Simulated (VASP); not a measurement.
Computed with PBE GGA, VASP's PBE PAW potentials (set 64) (plane waves; VASP).

VASP input:

**INCAR**
```
ALGO = Normal
EDIFF = 1E-6
ENCUT = 300
GGA = PE
ISIF = 2
ISMEAR = -1
LASPH = .True.
LCHARG = .False.
LMAXMIX = 6
LREAL = .False.
LWAVE = .False.
NELM = 100
PREC = Accurate
SIGMA = 0.1
SYSTEM = Re2P
```

### POSCAR
```
Re2P
1
    4.0425170000     0.0000000000     0.0000000000
   -2.0212590000     3.5009230000     0.0000000000
    0.0000000000     0.0000000000     4.9531940000
P Re
2 4
Direct
  0.3333330000   0.6666670000   0.2500000000
  0.6666670000   0.3333330000   0.7500000000
  0.0000000000   0.0000000000   0.0000000000
  0.0000000000   0.0000000000   0.5000000000
  0.3333330000   0.6666670000   0.7500000000
  0.6666670000   0.3333330000   0.2500000000
```

File KPOINTS:
```
Automatic mesh
0
Gamma
1 1 1
0 0 0
```

POTCAR, in this order: P Re (PBE.64 set). Program: vasp_std.

Output of the run:

OSZICAR:
```
       N       E                     dE             d eps       ncg     rms          rms(c)
DAV:   1     0.183655912037E+03    0.18366E+03   -0.13870E+04    92   0.157E+03
DAV:   2    -0.271240913663E+02   -0.21078E+03   -0.20573E+03    92   0.777E+02
DAV:   3    -0.481660495025E+02   -0.21042E+02   -0.20777E+02    92   0.270E+02
DAV:   4    -0.506432032440E+02   -0.24772E+01   -0.24127E+01    92   0.888E+01
DAV:   5    -0.511639501823E+02   -0.52075E+00   -0.50376E+00    84   0.324E+01    0.102E+02
DAV:   6    -0.490380585355E+02    0.21259E+01   -0.27740E+01    84   0.600E+01    0.543E+01
DAV:   7    -0.512468702474E+02   -0.22088E+01   -0.66239E+01    92   0.908E+01    0.265E+01
DAV:   8    -0.475220706735E+02    0.37248E+01   -0.11148E+01    92   0.669E+01    0.352E+00
DAV:   9    -0.474979765873E+02    0.24094E-01   -0.19472E+00    92   0.169E+01    0.290E+00
DAV:  10    -0.474892732195E+02    0.87034E-02   -0.16148E-01    92   0.715E+00    0.114E+00
DAV:  11    -0.474834903619E+02    0.57829E-02   -0.26981E-02    92   0.218E+00    0.447E-01
DAV:  12    -0.474834853210E+02    0.50410E-05   -0.31943E-03    76   0.822E-01    0.250E-01
DAV:  13    -0.474834284297E+02    0.56891E-04   -0.83646E-04    92   0.351E-01    0.173E-01
DAV:  14    -0.474832151964E+02    0.21323E-03   -0.34127E-04    92   0.309E-01    0.549E-02
DAV:  15    -0.474832118100E+02    0.33864E-05   -0.38375E-05    84   0.845E-02    0.301E-02
DAV:  16    -0.474832017034E+02    0.10107E-04   -0.23763E-05    68   0.877E-02    0.132E-02
DAV:  17    -0.474832024048E+02   -0.70139E-06   -0.70653E-06    60   0.317E-02
   1 F= -.47483202E+02 E0= -.47197000E+02  d E =-.572405E+00
```

OUTCAR:
```
------------------------ aborting loop because EDIFF is reached ----------------------------------------
  FORCE on cell =-STRESS in cart. coord.  units (eV):
  Direction    XX          YY          ZZ          XY          YZ          ZX
  --------------------------------------------------------------------------------------
  Total       30.4141306     30.4141408     49.3124741     -0.0000043     -0.0000000      0.0000000
  in kB      695.1303287    695.1305602   1127.0615206     -0.0000993     -0.0000000      0.0000000
  external PRESSURE =     839.1074698 kB  Pullay stress =       0.0000000 kB
  volume of cell :       70.10
      direct lattice vectors                 reciprocal lattice vectors
     4.042517000  0.000000000  0.000000000     0.247370636  0.142819515  0.000000000
    -2.021259000  3.500923000  0.000000000     0.000000000  0.285638959  0.000000000
     0.000000000  0.000000000  4.953194000     0.000000000  0.000000000  0.201889932
 POSITION                                       TOTAL-FORCE (eV/Angst)
 -----------------------------------------------------------------------------------
     -0.00000      2.33395      1.23830        -0.000000     -0.000000      0.000000
      2.02126      1.16697      3.71490         0.000000      0.000000      0.000000
      0.00000      0.00000      0.00000        -0.000000      0.000000      0.000000
      0.00000      0.00000      2.47660        -0.000000      0.000000      0.000000
     -0.00000      2.33395      3.71490        -0.000000      0.000000      0.000000
      2.02126      1.16697      1.23830         0.000000     -0.000000     -0.000000
 -----------------------------------------------------------------------------------
    total drift:                               -0.000021      0.000012      0.000000
  FREE ENERGIE OF THE ION-ELECTRON SYSTEM (eV)
  ---------------------------------------------------
  free  energy   TOTEN  =       -47.4832024048 eV

  energy  without entropy=      -46.9107978988  energy(sigma->0) =      -47.19700015
```
(Selected blocks of OUTCAR.)

At this cut-off the stress carries a Pulay error, which pulls relaxed volumes low.

The structure was generated: Re2P was put into an ordered model structure, which need not be its known phase. The cell was not relaxed at this level. The k-mesh is coarse (spacing up to 1.79 per Å, 2π included), so the numbers may not be converged in it. The run is one of a series of settings (KPOINTS 1×1×1 Γ-centred mesh against the base run), some of them coarse on purpose.
